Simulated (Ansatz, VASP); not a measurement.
# Cross-check of Mo2CCl2 (Mo2CCl2 MXene monolayer) between VASP and Ansatz

Wanted: the spread between two codes on one cell, functional and k mesh. The cell is taken from a series of runs on this material, whose earlier steps may have relaxed, scaled, displaced or heated it; both programs get it as it stands.

Calculated with Ansatz 0.2.0; plane waves, with VASP 6.6.1 beside it; single point at PBE with D3(BJ).

### 1. Set-up

The cell holds 5 atoms: 2 Cl, 2 Mo and 1 C. Its edges and angles: a = 3.332 Å, b = 3.332 Å, c = 23.405 Å, α = 90.0°, β = 90.0°, γ = 120.0°. Vacuum lies along c.

Structure file:

```
Cl Mo C
1.0
     3.33247    0.00000    0.00000
    -1.66623    2.88600    0.00000
     0.00000    0.00000   23.40480
Cl Mo C
2 2 1
Direct
  0.33333 0.66667 0.38454
  0.66667 0.33333 0.61546
  0.66667 0.33333 0.46018
  0.33333 0.66667 0.53982
  0.00000 0.00000 0.50000
```

### 2. VASP: single point, PBE with D3(BJ)

With cell and atoms fixed, the geometry can't cause a difference; cores, projectors, grids and the points listed under the comparison can.

Lines of VASP's logs that name or quote its potential files are left out, and so is its time.

Input file INCAR:

```
SYSTEM = Mo2CCl2
PREC = Accurate
ENCUT = 520
EDIFF = 1E-06
NELM = 120
ISMEAR = -1
SIGMA = 0.02585
LREAL = .FALSE.
ALGO = Normal
GGA = PE
IVDW = 12
NBANDS = 29
LASPH = .TRUE.
LORBIT = 11
LWAVE = .FALSE.
LCHARG = .FALSE.
ISIF = 2
LDIPOL = .TRUE.
IDIPOL = 3
DIPOL = 0.5 0.5 0.5
LVHAR = .TRUE.
GGA_COMPAT = .FALSE.
NELMDL = -8
KPAR = 2
```

Input file POSCAR:

```
Mo2CCl2
1.0
    3.3324657449      0.0000000000      0.0000000000
   -1.6662328724      2.8859999923      0.0000000000
    0.0000000000      0.0000000000     23.4048009737
Cl Mo C
2 2 1
Direct
    0.3333333333      0.6666666667      0.3845364893
    0.6666666667      0.3333333333      0.6154635107
    0.6666666667      0.3333333333      0.4601788969
    0.3333333333      0.6666666667      0.5398211031
    0.0000000000      0.0000000000      0.5000000000
```

Input file KPOINTS:

```
Automatic mesh
0
Gamma
18 18 1
0 0 0
```

PAW data sets: Cl, Mo_sv and C (PBE family, release 64).

Launch:

```console
> mpirun -np 2 vasp_std
```

Numbers of over 12 decimals in the logs are rounded to 6 here.

Log:

```text
[banner, memory and clock lines left out]
running    2 mpi-ranks, on    1 nodes
 distrk:  each k-point on    1 cores,    2 groups
 distr:  one band on    1 cores,    1 groups

 POSCAR found type information on POSCAR ClMoC
 POSCAR found :  3 types and       5 ions
 LDA part: xc-table for (Slater+PW92), standard interpolation
 POSCAR, INCAR and KPOINTS ok, starting setup
 FFT: planning ... GRIDC
 FFT: planning ... GRID_SOFT
 FFT: planning ... GRID
 WAVECAR not read
 entering main loop
       N       E                     dE             d eps       ncg     rms          rms(c)
DAV:   1     0.401930239198E+03    0.40193E+03   -0.25399E+04  2778   0.134E+03
DAV:   2    -0.115886146931E+02   -0.41352E+03   -0.40400E+03  2752   0.336E+02
DAV:   3    -0.410895900908E+02   -0.29501E+02   -0.28630E+02  2544   0.824E+01
DAV:   4    -0.422322190211E+02   -0.11426E+01   -0.11276E+01  2887   0.155E+01
DAV:   5    -0.422559342009E+02   -0.23715E-01   -0.23645E-01  2698   0.220E+00
DAV:   6    -0.422569894553E+02   -0.10553E-02   -0.10548E-02  3048   0.412E-01
DAV:   7    -0.422570213798E+02   -0.31924E-04   -0.31909E-04  2685   0.620E-02
DAV:   8    -0.422570231847E+02   -0.18050E-05   -0.18046E-05  2531   0.128E-02    0.357E+01
DAV:   9    -0.370291818574E+02    0.52278E+01   -0.31799E+01  2433   0.297E+01    0.869E+00
DAV:  10    -0.369064376711E+02    0.12274E+00   -0.20141E+00  2489   0.863E+00    0.561E+00
DAV:  11    -0.368715591744E+02    0.34878E-01   -0.24951E-01  2548   0.283E+00    0.109E+00
DAV:  12    -0.368626788676E+02    0.88803E-02   -0.25463E-02  2784   0.825E-01    0.484E-01
DAV:  13    -0.368614408667E+02    0.12380E-02   -0.72300E-03  2680   0.435E-01    0.177E-01
DAV:  14    -0.368611916208E+02    0.24925E-03   -0.44024E-04  2707   0.114E-01    0.791E-02
DAV:  15    -0.368612173436E+02   -0.25723E-04   -0.11628E-04  2508   0.624E-02    0.286E-02
DAV:  16    -0.368612740801E+02   -0.56736E-04   -0.23555E-04  2606   0.582E-02    0.214E-02
DAV:  17    -0.368614803847E+02   -0.20630E-03   -0.30446E-05  2362   0.277E-02    0.768E-03
DAV:  18    -0.368616102847E+02   -0.12990E-03   -0.17556E-05  2231   0.144E-02    0.600E-03
DAV:  19    -0.368616921059E+02   -0.81821E-04   -0.10067E-05  2290   0.107E-02    0.370E-03
DAV:  20    -0.368617424567E+02   -0.50351E-04   -0.19262E-06  2084   0.553E-03    0.204E-03
DAV:  21    -0.368617745238E+02   -0.32067E-04   -0.58882E-07  1857   0.275E-03    0.165E-03
DAV:  22    -0.368617823815E+02   -0.78577E-05   -0.11299E-07  1608   0.116E-03    0.724E-04
DAV:  23    -0.368617866215E+02   -0.42400E-05   -0.15828E-07  1691   0.124E-03    0.267E-04
DAV:  24    -0.368617869547E+02   -0.33324E-06   -0.18263E-08  1483   0.509E-04
   1 F= -.38421728E+02 E0= -.38420231E+02  d E =-.299413E-02
```

OUTCAR, selected parts (step 2):

```text
ion  position               nearest neighbor table
   1  0.333  0.667  0.385-   3 2.61   3 2.61   3 2.61
   2  0.667  0.333  0.615-   4 2.61   4 2.61   4 2.61
   3  0.667  0.333  0.460-   5 2.14   5 2.14   5 2.14   1 2.61   1 2.61   1 2.61   4 2.68   4 2.68
                             4 2.68
   4  0.333  0.667  0.540-   5 2.14   5 2.14   5 2.14   2 2.61   2 2.61   2 2.61   3 2.68   3 2.68
                             3 2.68
   5  0.000  0.000  0.500-   3 2.14   4 2.14   4 2.14   3 2.14   3 2.14   4 2.14

  LATTYP: Found a hexagonal cell.
 ALAT       =     3.3324657449
 C/A-ratio  =     7.0232682840

 Subroutine GETGRP returns: Found 12 space group operations
 (whereof 12 operations were pure point group operations)

The static configuration has the point symmetry D_3d.

 Found     37 irreducible k-points:

   k-points           NKPTS =     37   k-points in BZ     NKDIM =     37   number of bands    NBANDS=     29

   dimension x,y,z NGX =    28 NGY =   28 NGZ =  180
   dimension x,y,z NGXF=    56 NGYF=   56 NGZF=  360

   ENCUT  =  520.0 eV  38.22 Ry    6.18 a.u.   6.20  6.20 43.52*2*pi/ulx,y,z

   NELECT =      46.0000    total number of electrons

 k-points in reciprocal lattice and weights: Automatic mesh
   0.00000000  0.00000000  0.00000000       0.003
   0.05555556  0.00000000  0.00000000       0.019
   0.11111111  0.00000000  0.00000000       0.019
   0.16666667  0.00000000  0.00000000       0.019
   0.22222222  0.00000000  0.00000000       0.019
   0.27777778  0.00000000  0.00000000       0.019
   0.33333333  0.00000000  0.00000000       0.019
   0.38888889  0.00000000  0.00000000       0.019
   0.44444444  0.00000000  0.00000000       0.019
[...]
0.33333333  0.27777778  0.00000000       0.037
   0.33333333  0.33333333  0.00000000       0.006

 dipolmoment           0.000000      0.000000      0.000000 electrons x Angstroem

 average (electrostatic) potential at core
       1 -97.0824       2 -97.0824       3 -82.4030       4 -82.4030       5 -55.3545

 E-fermi :   0.1525

 k-point     1 :       0.0000    0.0000    0.0000
  band No.  band energies     occupation
    ...
     19      -2.9768      2.00000
     20      -2.9768      2.00000
     21      -2.8750      2.00000
     22      -2.8750      2.00000
     23       0.0241      1.98618
     24       0.6782      0.00000
     25       0.6782      0.00000
     26       1.2155      0.00000
     27       1.2972      0.00000
     28       1.2972      0.00000
    ...

 k-point     2 :       0.0556    0.0000    0.0000
  band No.  band energies     occupation
    ...
     19      -3.2932      2.00000
     20      -3.1895      2.00000
     21      -2.7460      2.00000
     22      -2.6618      2.00000
     23      -0.0040      1.99532
     24       0.5568      0.00000
     25       0.6821      0.00000
     26       1.3038      0.00000
     27       1.3377      0.00000
     28       1.4418      0.00000
    ...

 k-point     3 :       0.1111    0.0000    0.0000
  band No.  band energies     occupation
    ...
     19      -3.8000      2.00000
     20      -3.4136      2.00000
     21      -2.7377      2.00000
     22      -2.4104      2.00000
     23      -0.0997      1.99988
     24       0.3576      0.00072
     25       0.6918      0.00000
     26       1.3604      0.00000
     27       1.4508      0.00000
     28       1.9327      0.00000
    ...

 Edisp (eV)   -1.55994

  Total       0.15557     0.15557    -0.14443     0.00000     0.00000     0.00000
  in kB       1.10734     1.10734    -1.02799     0.00000     0.00000     0.00000
  external pressure =        0.40 kB  Pullay stress =        0.00 kB

  energy-cutoff  :      520.00
  volume of cell :      225.10
      direct lattice vectors                 reciprocal lattice vectors
     3.332465745  0.000000000  0.000000000     0.300078103  0.173250174  0.000000000
    -1.666232872  2.885999992  0.000000000     0.000000000  0.346500347  0.000000000
     0.000000000  0.000000000 23.404800974     0.000000000  0.000000000  0.042726277

 POSITION                                       TOTAL-FORCE (eV/Angst)
 -----------------------------------------------------------------------------------
     -0.00000      1.92400      9.00000        -0.000000      0.000000      0.016855
      1.66623      0.96200     14.40480         0.000000     -0.000000     -0.016855
      1.66623      0.96200     10.77040        -0.000000     -0.000000      0.003838
     -0.00000      1.92400     12.63441         0.000000      0.000000     -0.003838
      0.00000      0.00000     11.70240         0.000000      0.000000      0.000000
 -----------------------------------------------------------------------------------
    total drift:                                0.000000     -0.000000      0.000000

  FREE ENERGIE OF THE ION-ELECTRON SYSTEM (eV)
  ---------------------------------------------------
  free  energy   TOTEN  =       -38.4217283957 eV

  energy  without entropy=      -38.4187342636  energy(sigma->0) =      -38.42023133

 vacuum level on the upper side and lower side of the slab         4.548         4.548

 total charge
# of ion       s       p       d       tot
------------------------------------------
    1        1.606   3.510   0.000   5.116
    2        1.606   3.510   0.000   5.116
    3        2.285   6.186   4.038  12.509
    4        2.285   6.186   4.038  12.509
    5        0.871   1.567   0.000   2.438
--------------------------------------------------
tot          8.653  20.959   8.076  37.688

[... 3 further parts left out ...]
```

This run has no spin polarisation, so a moment on Mo, if there is one, isn't seen.

### 3. Ansatz: single point, PBE with D3(BJ)

Ansatz runs on its PAW soft_1 files.

The same cell, functional, mesh and smearing now go to Ansatz, which takes its cutoff from its data sets.

Input file input.yaml:

```yaml
crystal:
  lattice:
    - [3.3324657449, 0.0, 0.0]
    - [-1.6662328724, 2.8859999923, 0.0]
    - [0.0, 0.0, 23.4048009737]
  atoms:
    - { symbol: Cl, position: [0.3333333333, 0.6666666667, 0.3845364893] }
    - { symbol: Mo, position: [0.6666666667, 0.3333333333, 0.4601788969] }
    - { symbol: C, position: [0.0, 0.0, 0.5] }
    - { symbol: Mo, position: [0.3333333333, 0.6666666667, 0.5398211031] }
    - { symbol: Cl, position: [0.6666666667, 0.3333333333, 0.6154635107] }
kpoints:
  mp_grid: { grid: [18, 18, 1] }
  band_path:
    path: [[0, 0, 0], [0.5, 0, 0], [0.33333333, 0.33333333, 0], [0, 0, 0]]
    npoints: 16
hamiltonian:
  xc: pbe
  dispersion: d3bj
  pseudopotentials: { kind: paw, azcp: { folder: soft_1 } }
scf:
  occupations: { method: fermi_dirac, width: 0.02585 }
  convergence: { dr2_threshold: 1.0e-10 }
efield:
  axis: 3
  dipole_correction: true
  ramp_position: 0.97
  ramp_width: 0.06
  amplitude: 0
output:
  dos: { projected: true, e_range: [-6, 5] }
  write_potential: true
  write_density: true
  volumetric_format: npy
  elf: true
```

Launch:

```console
> ansatz run input.yaml --threads 2 --pin off --max-ram 3072MiB --backend cpu --events-out ev --progress --plain --runs-dir out
```

Log:

```text
Engine: ansatz 0.2.0, aarch64-unknown-linux-gnu
Pseudopotentials: kind: paw
Pseudopotential: Cl, paw, valence charge 7, recommended cutoff 420 eV (normal), soft_1/Cl.paw.azcp
Pseudopotential: Mo, paw, valence charge 14, recommended cutoff 420 eV (normal), soft_1/Mo.paw.azcp
Pseudopotential: C, paw, valence charge 4, recommended cutoff 420 eV (normal), soft_1/C.paw.azcp
Functional definition: PBE
  parameter kappa = 0.804
  parameter beta = 0.066725
  exchange = pbe_x(kappa = kappa, mu = beta*pi^2/3)
  correlation = pbe_c(beta = beta)
Crystal: 5 atoms, lattice volume = 225.096 Å³
Basis set: ecut = 420 eV, 4447 PW (Γ)
Bands: 28, of which v1, the nominal top of the filled ones, is band 23 counted from 1 (22 counted from 0)
Symmetry: 6 space group operations
k-points: 37 of 324 (time reversal used)
Non-local potential: Cl, projectors of the file, l = 0: 2, l = 1: 2, l = 2: 1
Non-local potential: Mo, projectors of the file, l = 0: 3, l = 1: 2, l = 2: 2, l = 3: 1
Non-local potential: C, projectors of the file, l = 0: 2, l = 1: 2, l = 2: 1
PAW form: soft (Blöchl's): semilocal exchange-correlation on the pseudo side does not see the compensation charge
PAW one-centre angular grid: Cl, 110 points (default); XC on 64 Gauss nodes
PAW one-centre angular grid: Mo, 590 points (default); XC on 64 Gauss nodes
PAW one-centre angular grid: C, 110 points (default); XC on 64 Gauss nodes
Initial density: superposition of atomic densities (neutral atoms: chi_scale 0, normalization atom)
Initial wavefunctions: pseudopotential atomic-orbital guess
Functional: x = pbe(κ = 0.804, μ = 0.219515), c = pbe(β = 0.066725)
SCF iter   1: F=—  HF=-12331.011890 eV  |F-HF|=—  |Δ(HF+E_count)|=         —  Δρ=7.56e-2  dr2=2.15e1  ethr=3.10e-3  p=-0.000 e·Å  D=-3.74e-15 V/Å  ΔV_dip=0.00 eV  dr2_dipole=8.61e-9  V_vac-E_F(+/−)=5.40/5.40 eV  ⟨swp⟩=10.8  Hψ=6361  notcnv=0
efield: sawtooth ramp at fractional position 0.9700 (set: `efield.ramp_position`, or a place that a band, a saddle search or an elastic batch's reference lends), width 0.0600; the density the first Hamiltonian is built on has a dipole p = -0.000 e·Å; the dipole correction subtracts the counter field D = -3.74e-15 V/Å, which shifts the + side's vacuum level by +0.00 eV against the − side's; the planar-averaged density in the ramp window peaks in size at 8.8e-7 e/Å³
preconditioner: auto → LDOS  [metal: Δε(μ)=0.029 eV  Ē_g=9.014 eV  σ=0.026 eV  W_gap=0.26  n_scr=14 (ndim 8)  ℏωp=13.6 eV  f_vac=0.632  D(μ)=1.96/eV (n_scr^D=8)  β→1.0]
SCF iter   2: F=—  HF=-12327.206522 eV  |F-HF|=—  |Δ(HF+E_count)|=    3.81e0  Δρ=5.38e-2  dr2=6.69e0  ethr=3.10e-3  p=0.000 e·Å  D=6.98e-6 V/Å  ΔV_dip=-0.00 eV  dr2_dipole=1.21e-8  V_vac-E_F(+/−)=4.32/4.32 eV  ⟨swp⟩=4.2  Hψ=3126  notcnv=0  defer=15
SCF iter   3: F=—  HF=-12325.837747 eV  |F-HF|=—  |Δ(HF+E_count)|=    1.37e0  Δρ=1.31e-2  dr2=4.42e-1  ethr=3.10e-3  p=-0.000 e·Å  D=-1.46e-6 V/Å  ΔV_dip=0.00 eV  dr2_dipole=3.48e-9  V_vac-E_F(+/−)=4.25/4.25 eV  ⟨swp⟩=3.8  Hψ=2859  notcnv=0
SCF iter   4: F=—  HF=-12325.706242 eV  |F-HF|=—  |Δ(HF+E_count)|=   1.32e-1  Δρ=3.15e-3  dr2=1.39e-2  ethr=9.61e-4  p=0.000 e·Å  D=4.36e-6 V/Å  ΔV_dip=-0.00 eV  dr2_dipole=3.21e-9  V_vac-E_F(+/−)=4.47/4.47 eV  ⟨swp⟩=3.7  Hψ=2239  notcnv=0
SCF iter   5: F=—  HF=-12325.709970 eV  |F-HF|=—  |Δ(HF+E_count)|=   3.73e-3  Δρ=8.24e-4  dr2=2.16e-3  ethr=3.01e-5  p=-0.000 e·Å  D=-9.14e-7 V/Å  ΔV_dip=0.00 eV  dr2_dipole=2.55e-8  V_vac-E_F(+/−)=4.38/4.38 eV  ⟨swp⟩=3.0  Hψ=2340  notcnv=0  defer=5
SCF iter   6: F=—  HF=-12325.709519 eV  |F-HF|=—  |Δ(HF+E_count)|=   4.50e-4  Δρ=2.01e-4  dr2=7.25e-5  ethr=4.70e-6  p=0.000 e·Å  D=4.59e-6 V/Å  ΔV_dip=-0.00 eV  dr2_dipole=2.78e-8  V_vac-E_F(+/−)=4.41/4.41 eV  ⟨swp⟩=2.8  Hψ=2100  notcnv=0  defer=5
SCF iter   7: F=—  HF=-12325.709560 eV  |F-HF|=—  |Δ(HF+E_count)|=   4.05e-5  Δρ=5.82e-5  dr2=7.33e-6  ethr=1.58e-7  p=-0.000 e·Å  D=-7.26e-6 V/Å  ΔV_dip=0.00 eV  dr2_dipole=1.69e-7  V_vac-E_F(+/−)=4.41/4.41 eV  ⟨swp⟩=2.5  Hψ=2098  notcnv=0  defer=5
SCF iter   8: F=—  HF=-12325.709572 eV  |F-HF|=—  |Δ(HF+E_count)|=   1.22e-5  Δρ=2.50e-5  dr2=4.77e-6  ethr=1.59e-8  p=0.000 e·Å  D=1.38e-5 V/Å  ΔV_dip=-0.00 eV  dr2_dipole=6.02e-7  V_vac-E_F(+/−)=4.41/4.41 eV  ⟨swp⟩=2.2  Hψ=1497  notcnv=0  defer=5
SCF iter   9: F=—  HF=-12325.709569 eV  |F-HF|=—  |Δ(HF+E_count)|=   3.23e-6  Δρ=1.31e-5  dr2=1.35e-6  ethr=1.04e-8  p=-0.000 e·Å  D=-7.71e-6 V/Å  ΔV_dip=0.00 eV  dr2_dipole=1.72e-7  V_vac-E_F(+/−)=4.41/4.41 eV  ⟨swp⟩=1.0  Hψ=1031  notcnv=0  defer=5
SCF iter  10: F=—  HF=-12325.709460 eV  |F-HF|=—  |Δ(HF+E_count)|=   1.09e-4  Δρ=3.70e-6  dr2=8.57e-8  ethr=2.94e-9  p=-0.000 e·Å  D=-1.41e-6 V/Å  ΔV_dip=0.00 eV  dr2_dipole=1.00e-8  V_vac-E_F(+/−)=4.41/4.41 eV  ⟨swp⟩=1.5  Hψ=1182  notcnv=0  defer=5
SCF iter  11: F=—  HF=-12325.709460 eV  |F-HF|=—  |Δ(HF+E_count)|=   2.20e-8  Δρ=8.63e-7  dr2=2.34e-9  ethr=1.86e-10  p=-0.000 e·Å  D=-6.43e-7 V/Å  ΔV_dip=0.00 eV  dr2_dipole=7.75e-11  V_vac-E_F(+/−)=4.41/4.41 eV  ⟨swp⟩=2.6  Hψ=1889  notcnv=0  defer=5
SCF iter  12: F=—  HF=-12325.709460 eV  |F-HF|=—  |Δ(HF+E_count)|=  1.24e-10  Δρ=2.26e-7  dr2=1.99e-10  ethr=5.09e-12  p=0.000 e·Å  D=2.96e-7 V/Å  ΔV_dip=-0.00 eV  dr2_dipole=5.72e-12  V_vac-E_F(+/−)=4.41/4.41 eV  ⟨swp⟩=2.8  Hψ=1980  notcnv=0  defer=5
SCF iter  13: F=-12325.709460 eV  HF=-12325.709460 eV  |F-HF|=3.64e-11  |Δ(HF+E_count)|=  1.49e-10  Δρ=1.04e-7  dr2=5.06e-11  ethr=1.00e-12  p=-0.000 e·Å  D=-2.84e-7 V/Å  ΔV_dip=0.00 eV  dr2_dipole=3.23e-13  V_vac-E_F(+/−)=4.41/4.41 eV  ⟨swp⟩=4.5  Hψ=3108  notcnv=0
SCF 1 converged in 13 iterations: F = -12325.709460 eV  dr2 = 5.06e-11
  greatest PAW one-centre occupation: 0.999 electrons in one spin orbital (limit 2), on the Mo atom at site 3 (counted from 0), in its partial waves of l = 0
NSCF: frozen V_eff on 49 k-points
efield: sawtooth ramp at fractional position 0.9700 (kept from the solve that this one continues, or follows in the run), width 0.0600; the density the first Hamiltonian is built on has a dipole p = -0.000 e·Å; the dipole correction subtracts the counter field D = -2.84e-7 V/Å, which shifts the + side's vacuum level by +0.00 eV against the − side's; the planar-averaged density in the ramp window peaks in size at 9.8e-7 e/Å³
WARN: The output density's exchange-correlation potential varies sharply where the density is thin. Do not read a vacuum level from v_tot or v_xc, or from such a field of the output density. On a cell that repeats whose density bears no net charge and no dipole along the vacuum's axis use v_es (v_loc + v_h of the components); under efield.dipole_correction with no amplitude use v_es + v_field, which holds any externa [...]
SCF converged after 13 iterations
Free energy (F): -12325.709460 eV
Harris-Foulkes:  -12325.709460 eV  (|F-HF|=3.64e-11)
Internal energy: -12325.706469 eV  (E = F + TS)
E sigma→0 (E₀):  -12325.707964 eV
Entropy (-TS):   -0.002991 eV (-0.598 meV/atom)
Fermi energy:    1.677089 eV
Dipole field:    D = 0.000000 V/Å  (p = 0.000001 e·Å, saw-weighted, corrected)
Work function:   Φ+ = 4.4122 eV   Φ− = 4.4123 eV
Levels:          The Fermi level and band energies are counted from a zero that moves with the ramp; work functions are not
--- Per-component energies (eV) ---
  E_band       = -801.171505
  E_kinetic    = 1239.370589
  E_local      = -45641.686165  (includes V_loc(G=0)·N_el)
  E_nonlocal   = 384.963595
  E_hartree    = 22140.147807
  E_xc         = -614.825855
  E_vxc        = -731.075605  (∫ρ·V_xc dr)
  E_paw        = -7842.202636  (= ΣΔE_a)
  E_vpaw       = -333.039908  (= ΣTr[D̂ρ^β])
  E_aug_tail   = 0.000330  (compensation charges beyond the density's cutoff)
  E_efield     = 0.000000  (sawtooth field / dipole correction)
  E_vefield    = 0.000000  (∫n·V_field dr)
  E_ewald      = 18010.085954
  E_disp       = -1.560087  (pairwise vdW)
  E_smearing   = -0.002991  (= −TS)
  E_closure    = -0.000000  (closes the sum)
  Σ components = -12325.709460   (vs F -12325.709460, Δ=0.00e0)
--- Band table (eV; the first three rows and the last of 37) ---
  k-point 0: bands = [... 19 lower, -1.4433, -1.3451, -1.3451, 1.5480, 2.2024, 2.2024, 2.7405, 2.8168, ... 1 higher]
  k-point 1: bands = [... 19 lower, -1.6579, -1.2146, -1.1302, 1.5201, 2.0815, 2.2062, 2.8237, 2.8574, ... 1 higher]
  k-point 2: bands = [... 19 lower, -1.8826, -1.2062, -0.8787, 1.4250, 1.8823, 2.2159, 2.8804, 2.9708, ... 1 higher]
  k-point 36: bands = [... 19 lower, -2.3313, -0.1223, 0.0326, 0.0326, 2.6272, 2.6272, 3.1073, 4.6955, ... 1 higher]
```

### 4. Differences

Known differences besides the potentials themselves: the cutoff is 420 eV in Ansatz and 520 eV in VASP. Total energies have different zeros and are not compared.

Compared:

| quantity | Ansatz | VASP | difference |
| --- | --- | --- | --- |
| gap on the k mesh (eV) | 0.060 | 0.060 | 0.000 |

A gap on the mesh is an upper bound, since the band edges may lie between its points. With vacuum in the cell, a pressure given here is an average over mostly empty space and none of the material.

### 5. Summary of results

- difference in gap on the k mesh (single point, PBE with D3(BJ)): 2.7e-4 eV

**Reading.** The difference in gap on the k mesh is 2.7e-4 eV (single point, PBE with D3(BJ)), within the 0.08 eV picked in this series as the mark of a large difference. How closely two codes agree says nothing of how well the functional describes the real material.

[Lines on the potential files, build, host, timing and source positions are cut from VASP's logs without a mark.]

[Logs are printed without paths, hosts, clocks, repeated set-up lines and the standing remarks that a program may print on its own settings, such as how far it seeks lower states.]

[Hosts, paths, dates, database ids (printed as entryN), source tags and the programs' standing remarks are cut or masked in the printed files.]
